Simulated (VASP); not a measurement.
Calculation: PBE GGA with D3 dispersion (zero damping), VASP's PBE PAW potentials (set 64) (plane waves; VASP 6.6.1).

Input for VASP

POSCAR:
```
WC
1
    1.4551179179    -2.5203382399    -0.0000000000
    1.4551179179     2.5203382399     0.0000000000
    0.0000000000    -0.0000000000     2.8413747071
W C
1 1
Direct
  0.0000000000   0.0000000000   1.0000000000
  0.3333330000   0.6666670000   0.5000000000
```

**INCAR**
```
ALGO  =  Normal
EDIFF  =  1E-7
ENCUT  =  520
GGA  =  PE
ISIF  =  2
ISMEAR  =  -5
IVDW  =  11
LASPH  =  T
LCHARG  =  T
LMAXMIX  =  6
LORBIT  =  11
LREAL  =  F
LWAVE  =  F
NEDOS  =  601
NELM  =  100
PREC  =  Accurate
SYSTEM  =  WC
```

KPOINTS:
```
K-points
0
Gamma
  16 16 14
```

POTCAR, in this order: W_sv C (PBE.64 set). Program: vasp_std.

Question: What will the output report for the number of irreducible k-points (NKPTS), largest plane-wave count, number of space-group operations, FFT grid (NGX, NGY, NGZ)?

Answer: 
```json
{
 "number of irreducible k-points (NKPTS)": "240",
 "largest_plane_wave_count": "581",
 "number_of_space_group_operations": "12",
 "FFT grid (NGX, NGY, NGZ)": "24 × 24 × 24"
}
```

The compound is WC in the wc structure. It was relaxed first.
